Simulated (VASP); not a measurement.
The system is Na2ZrS2.

```
Na Zr S
1.0
    -2.47618    2.47618    4.04035
     2.47618   -2.47618    4.04035
     2.47618    2.47618   -4.04035
Na Zr S
2 1 2
Direct
  0.35677 0.35677 0.00000
  0.64323 0.64323 0.00000
  0.00000 0.00000 0.00000
  0.75000 0.25000 0.50000
  0.25000 0.75000 0.50000
```

The cell was built by a generator and needn't be a form met in nature.

| Quantity | Value |
| --- | --- |
| Program | VASP 6.6.1 |
| Task | relaxation of cell and atoms |
| Functional | PBE |
| Dispersion | D2 |
| Potentials or basis | VASP PAW PBE potentials, release 64 (Na_pv, Zr_sv, S) |
| Cutoff | 600 eV |
| k mesh | 6 × 6 × 6 |
| Occupations | fermi-dirac, width 0.05 eV |
| Spin | no spin polarisation |

At the start: pressure -1.5 GPa; volume 19.82 Å³/atom.

Q: How do energy, volume and symmetry change on relaxing?

A: Over 5 steps the energy falls by 9.2 meV/atom and the volume is 19.16 Å³/atom (-3.3 %); space group I4/mmm (No. 139, to 0.05 Å).

Step by step:
| step | energy change (eV) | largest force (eV/Å) | pressure (GPa) | volume (Å³) |
| --- | --- | --- | --- | --- |
| 1 | 0.0000 | 0.0756 | -1.53 | 99.09 |
| 2 | -0.0437 | 0.1527 | -0.23 | 96.37 |
| 3 | -0.0440 | 0.1606 | -0.10 | 96.14 |
| 4 | -0.0458 | 0.0464 | -0.01 | 95.88 |
| 5 | -0.0460 | 0.0038 | 0.02 | 95.79 |

Final structure:
```yaml
crystal:
  lattice:
    - [-2.42442, 2.42442, 4.07414]
    - [2.42442, -2.42442, 4.07414]
    - [2.42442, 2.42442, -4.07414]
  atoms:
    - { symbol: Na, position: [0.35861, 0.35861, 0.00000] }
    - { symbol: Na, position: [0.64139, 0.64139, 0.00000] }
    - { symbol: Zr, position: [0.00000, 0.00000, 0.00000] }
    - { symbol: S, position: [0.75000, 0.25000, 0.50000] }
    - { symbol: S, position: [0.25000, 0.75000, 0.50000] }
```

Caveat: atom-pairwise D2, TS and ULG terms overbind metals; pairwise dispersion overbinds metals, which lowers pressure and volume.
